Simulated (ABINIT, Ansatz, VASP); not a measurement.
**Code comparison for Sc (P6_3/mmc, 2 atoms in the cell)**

Self-consistent single point.

```yaml
crystal:
  lattice:
    - [1.65500, -2.86654, 0.00000]
    - [1.65500, 2.86654, 0.00000]
    - [0.00000, 0.00000, 5.27000]
  atoms:
    - { symbol: Sc, position: [0.33333, 0.66667, 0.25000] }
    - { symbol: Sc, position: [0.66667, 0.33333, 0.75000] }
```

Shared settings, as Ansatz (a program for electronic structure) writes them: kpoints.mp_grid.grid = 11 11 6; scf.occupations.method = fermi_dirac; scf.occupations.width = 0.1 eV. Potentials and cutoffs stand in the table.

```csv
code,model,pressure (GPa),cutoff
Ansatz,"LDA (PW92), default PAW files made with PBE",-5.18,default
VASP,"LDA (PZ), VASP's LDA PAW potentials (set 64)",-5.56,300 eV
ABINIT,"LDA (PW92), norm-conserving pseudopotentials (PseudoDojo nc-sr-04 LDA standard)",-5.19,39 Ha
```

The spread over the programs that give each value: pressure within 0.38 GPa.

Ansatz's pressure is given at a fixed set of plane waves, as the other plane-wave codes print theirs. The same LDA comes in different parametrisations, which differ slightly.

VASP's run is marked for a possible Pulay error in its stress at this cutoff; no cutoff test was made.

The starting cell has typed, rounded lattice constants, without a prior relaxation at this level.

Left out of this page: GPAW, CP2K, Elk and SIESTA (not drawn, or without a comparable value).

Keys are those of Ansatz 0.2.
